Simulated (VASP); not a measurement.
An input for Ansatz (written as the equivalent of a VASP run, and not itself run):

Ansatz 0.2 input:
```yaml
crystal:
  lattice:
    - [-1.7108472, 1.7108472, 1.7108472]
    - [1.7108472, -1.7108472, 1.7108472]
    - [1.7108472, 1.7108472, -1.7108472]
  atoms:
    - { symbol: Li, position: [0.0000000, 0.0000000, 0.0000000] }
kpoints:
  mp_grid: { grid: [14, 14, 14] }
hamiltonian:
  xc: r2scan
  pseudopotentials: { kind: paw }
scf:
  occupations: { method: methfessel_paxton, width: 0.1 }
  max_iter: 100
output: { forces: true, stress: true, eigenvalues: true }
```

Translate this input to VASP (INCAR, KPOINTS, POSCAR, choice of POTCAR).

This is not unique; one that fits is 
**INCAR**
```
! general
SYSTEM  = Li
PREC    = Accurate
ENCUT   = 600
LREAL   = .FALSE.
LASPH   = .TRUE.

! electronic loop
EDIFF   = 1E-7
NELM    = 100
ALGO    = Normal
LMIXTAU = .TRUE.

! smearing
ISMEAR  = 1
SIGMA   = 0.1

! functional
METAGGA = R2SCAN

! ions
ISIF    = 2

! output
LWAVE   = .FALSE.
LCHARG  = .FALSE.
```

### POSCAR
```
Li
2.9632740
 -0.5773503058   0.5773503058   0.5773503058
  0.5773503058  -0.5773503058   0.5773503058
  0.5773503058   0.5773503058  -0.5773503058
Li
1
direct
  0.0000000000   0.0000000000   0.0000000000
```

KPOINTS:
```
Automatic mesh
0
gamma
14 14 14
0 0 0
```

POTCAR, in this order: Li_sv (PBE.64 set). Program: vasp_std.

What does not carry over: each code has its own PAW files, so the cut-off isn't converted (ENCUT is set for VASP's; basis.ecutwfc is left out, and Ansatz then takes the one that its files recommend); Ansatz stops its SCF on the density residual and VASP on the energy change (EDIFF).

The compound is Li in the bcc structure. This cell was strained or had an atom moved on purpose.
